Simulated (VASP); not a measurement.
These are PBE GGA, VASP's PBE PAW potentials (set 64) (plane waves; VASP 6.6.1) values and carry that method's errors.

VASP ran on this input.

### INCAR
```
ALGO  =  Normal
EDIFF  =  1E-6
EDIFFG  =  -0.01
ENCUT  =  480
GGA  =  PE
IBRION  =  2
ISIF  =  3
ISMEAR  =  1
LASPH  =  .TRUE.
LCHARG  =  .FALSE.
LMAXMIX  =  6
LREAL  =  .FALSE.
LWAVE  =  .FALSE.
NELM  =  100
NSW  =  60
PREC  =  Accurate
SIGMA  =  0.1
SYSTEM  =  Re
```

File POSCAR:
```
Re
1
    1.3800000000    -2.3902300000     0.0000000000
    1.3800000000     2.3902300000     0.0000000000
    0.0000000000     0.0000000000     4.4600000000
Re
2
Direct
  0.3333330000   0.6666670000   0.2500000000
  0.6666670000   0.3333330000   0.7500000000
```

### KPOINTS
```
Regular mesh
0
gamma
  14 14 8
0 0 0
```

POTCAR, in this order: Re (PBE.64 set). Program: vasp_std.

Unless said otherwise, spin-orbit coupling is left out, though it shifts the bands of the heavy elements here.

Q: What does the run give for the energy per atom (σ→0), volume per atom, band gap (on the k-mesh)?

A: 
| Item | Value |
|---|---|
| energy per atom (σ→0) | -12.427 eV/atom |
| band gap (on the k-mesh) | none (metal, semimetal or under 0.01 eV) |
| volume per atom | 14.93 Å³/atom |

OSZICAR:
```
...
DAV:   4    -0.248531102824E+02    0.46755E-06   -0.12374E-07  1485   0.152E-02
   8 F= -.24853110E+02 E0= -.24853416E+02  d E =0.365078E-04
       N       E                     dE             d eps       ncg     rms          rms(c)
DAV:   1    -0.248531789912E+02   -0.68241E-04   -0.41783E-03  3376   0.383E+00    0.177E-01
DAV:   2    -0.248531557915E+02    0.23200E-04   -0.46196E-05  4324   0.234E-01    0.596E-02
DAV:   3    -0.248531493749E+02    0.64166E-05   -0.18100E-05  4112   0.143E-01    0.973E-03
DAV:   4    -0.248531495941E+02   -0.21920E-06   -0.97960E-08  1449   0.139E-02
   9 F= -.24853150E+02 E0= -.24853454E+02  d E =-.280389E-05
```

The compound is Re in the hcp structure. This run relaxes it. Symmetry was kept, so distortions that lower it aren't found.
